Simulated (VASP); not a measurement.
Here is the system:

```
CuI
1.0
    0.00000     2.94626     2.94626
    2.94626     0.00000     2.94626
    2.94626     2.94626     0.00000
Cu I
1 1
Cartesian
  0.00000   2.94626   2.94626
  1.47313   1.47313   1.47313
```

Level of theory: PBE0 hybrid, VASP's PBE PAW potentials (set 64) (plane waves; VASP). Numerical set-up: 520 eV cut-off, 6×6×6 Γ-centred mesh, Gaussian smearing of 0.050 eV, potentials Cu I.

Problem. Give the stress tensor in GPa (positive for a compressed cell).

Solution. 
```
4.48  0.00  0.00
0.00  4.48  0.00
0.00  0.00  4.48
```
The pressure is its mean diagonal, 4.48 GPa.

The compound is CuI in the zinc blende structure. This cell is one point of a volume scan, at 0.91 of the reference volume. The cell's shape comes from a PBE relaxation.
